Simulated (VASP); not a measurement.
Calculation: revPBE GGA, VASP's PBE PAW potentials (set 64) (plane waves; VASP).

VASP ran on this input.

**INCAR**
```
SYSTEM = C
PREC = Accurate; ENCUT = 520; LREAL = .FALSE.
LASPH = .TRUE.
EDIFF = 1E-7; NELM = 100; ALGO = Normal
ISMEAR = 0; SIGMA = 0.05
GGA = RE
IBRION = 2; NSW = 30; ISIF = 4
EDIFFG = -0.01
LWAVE = .FALSE.; LCHARG = .FALSE.
```

File KPOINTS:
```
K-points
0
Gamma
  10 10 3
0 0 0
```

File POSCAR:
```
C
1.0
  1.2621829533  -2.1861644919   0.0000000000
  1.2621829533   2.1861644919   0.0000000000
  0.0000000000   0.0000000000   9.7357745553
C
4
Cart
  0.0000000000   0.0000000000   2.4339436388
  0.0000000000   0.0000000000   7.3018309165
  1.2621829533   0.7287229547   2.4339436388
  1.2621829533  -0.7287229547   7.3018309165
```

POTCAR, in this order: C (PBE.64 set). Program: vasp_std.

Output of the run:

### OSZICAR
```
       N       E                     dE             d eps       ncg     rms          rms(c)
DAV:   1     0.752316235898E+02    0.75232E+02   -0.77774E+03   672   0.118E+03
DAV:   2    -0.306807072465E+02   -0.10591E+03   -0.96429E+02   972   0.234E+02
DAV:   3    -0.372072527011E+02   -0.65265E+01   -0.64042E+01   844   0.605E+01
DAV:   4    -0.373309718677E+02   -0.12372E+00   -0.12343E+00   828   0.955E+00
DAV:   5    -0.373346988821E+02   -0.37270E-02   -0.37221E-02   860   0.159E+00    0.829E+00
DAV:   6    -0.359395477129E+02    0.13952E+01   -0.12601E+00   776   0.769E+00    0.493E+00
DAV:   7    -0.354101831884E+02    0.52936E+00   -0.17656E+00   792   0.903E+00    0.117E+00
DAV:   8    -0.354259673566E+02   -0.15784E-01   -0.43425E-02   752   0.159E+00    0.101E-01
DAV:   9    -0.354264395404E+02   -0.47218E-03   -0.10868E-03   856   0.276E-01    0.776E-02
DAV:  10    -0.354266654395E+02   -0.22590E-03   -0.15604E-03   716   0.372E-01    0.329E-02
DAV:  11    -0.354266622978E+02    0.31417E-05   -0.35434E-05   860   0.455E-02    0.848E-03
DAV:  12    -0.354266652263E+02   -0.29285E-05   -0.40332E-06   816   0.243E-02    0.564E-03
DAV:  13    -0.354266645043E+02    0.72202E-06   -0.87851E-07   844   0.691E-03    0.315E-04
DAV:  14    -0.354266645152E+02   -0.10964E-07   -0.21145E-08   588   0.150E-03
   1 F= -.35426665E+02 E0= -.35426665E+02  d E =-.354267E+02
       N       E                     dE             d eps       ncg     rms          rms(c)
DAV:   1    -0.358551575195E+02   -0.42849E+00   -0.13656E+01   672   0.307E+01    0.214E+00
DAV:   2    -0.356491679653E+02    0.20599E+00   -0.24258E-01   688   0.400E+00    0.128E+00
DAV:   3    -0.355269246368E+02    0.12224E+00   -0.36148E-01   760   0.404E+00    0.407E-01
DAV:   4    -0.355273075011E+02   -0.38286E-03   -0.75978E-03   760   0.685E-01    0.259E-01
DAV:   5    -0.355268043253E+02    0.50318E-03   -0.26227E-03   712   0.565E-01    0.750E-02
DAV:   6    -0.355267195905E+02    0.84735E-04   -0.12608E-04   848   0.863E-02    0.327E-02
DAV:   7    -0.355265568743E+02    0.16272E-03   -0.26226E-04   736   0.127E-01    0.178E-02
DAV:   8    -0.355265532716E+02    0.36026E-05   -0.13241E-05   808   0.285E-02    0.217E-03
DAV:   9    -0.355265534824E+02   -0.21071E-06   -0.52834E-07   792   0.690E-03    0.158E-03
DAV:  10    -0.355265535439E+02   -0.61591E-07   -0.51637E-08   600   0.184E-03
   2 F= -.35526554E+02 E0= -.35526554E+02  d E =-.998890E-01
       N       E                     dE             d eps       ncg     rms          rms(c)
DAV:   1    -0.355268915740E+02   -0.33809E-03   -0.10817E-02   688   0.877E-01    0.612E-02
DAV:   2    -0.355267296432E+02    0.16193E-03   -0.18205E-04   732   0.108E-01    0.360E-02
DAV:   3    -0.355266397418E+02    0.89901E-04   -0.25905E-04   808   0.109E-01    0.107E-02
DAV:   4    -0.355266360943E+02    0.36476E-05   -0.80153E-06   752   0.226E-02    0.361E-03
DAV:   5    -0.355266337255E+02    0.23687E-05   -0.20891E-06   780   0.103E-02    0.109E-03
DAV:   6    -0.355266334453E+02    0.28025E-06   -0.28968E-07   804   0.381E-03    0.106E-03
DAV:   7    -0.355266334260E+02    0.19294E-07   -0.43432E-08   556   0.174E-03
   3 F= -.35526633E+02 E0= -.35526633E+02  d E =-.999689E-01
```

### OUTCAR
```
------------------------ aborting loop because EDIFF is reached ----------------------------------------
  FORCE on cell =-STRESS in cart. coord.  units (eV):
  Direction    XX          YY          ZZ          XY          YZ          ZX
  --------------------------------------------------------------------------------------
  Total       -0.0114642     -0.0114642     -0.0073450      0.0000000      0.0000000      0.0000000
  in kB       -0.3418616     -0.3418614     -0.2190251      0.0000000      0.0000000      0.0000000
  external PRESSURE =      -0.3009160 kB  Pullay stress =       0.0000000 kB
  volume of cell :       53.73
      direct lattice vectors                 reciprocal lattice vectors
     1.237812419 -2.143953558 -0.000000000     0.403938426 -0.233214007  0.000000000
     1.237812419  2.143953558 -0.000000000     0.403938426  0.233214007 -0.000000000
     0.000000000  0.000000000 10.122911639     0.000000000  0.000000000  0.098785807
 POSITION                                       TOTAL-FORCE (eV/Angst)
 -----------------------------------------------------------------------------------
      0.00000      0.00000      2.53073        -0.000000      0.000000     -0.000000
      0.00000      0.00000      7.59218         0.000000     -0.000000      0.000000
      1.23781      0.71465      2.53073        -0.000000     -0.000000      0.000000
      1.23781     -0.71465      7.59218        -0.000000      0.000000     -0.000000
 -----------------------------------------------------------------------------------
    total drift:                                0.000000     -0.000000      0.000000
  FREE ENERGIE OF THE ION-ELECTRON SYSTEM (eV)
  ---------------------------------------------------
  free  energy   TOTEN  =       -35.5266334260 eV

  energy  without entropy=      -35.5266334260  energy(sigma->0) =      -35.52663343

 reached required accuracy - stopping structural energy minimisation
```
(Selected blocks of OUTCAR.)

CONTCAR:
```
C
   1.00000000000000
     1.2378124189843127   -2.1439535582958831   -0.0000000000000000
     1.2378124189843127    2.1439535582958831   -0.0000000000000000
     0.0000000000000000    0.0000000000000000   10.1229116392806429
  C
     4
Direct
     0.0000000000000000    0.0000000000000000    0.2500000000000000
     0.0000000000000000    0.0000000000000000    0.7500000000000000
     0.3333330000000032    0.6666669999999968    0.2500000000000000
     0.6666669999999968    0.3333330000000032    0.7500000000000000
```

Without a dispersion term in the relaxation, distances and binding between the weakly bound layers, chains or molecules are unreliable, and so is what depends on them.

The compound is C in the graphite structure. This cell is one point of a volume scan, at 1.06 of the reference volume. Symmetry was kept, so distortions that lower it aren't found.
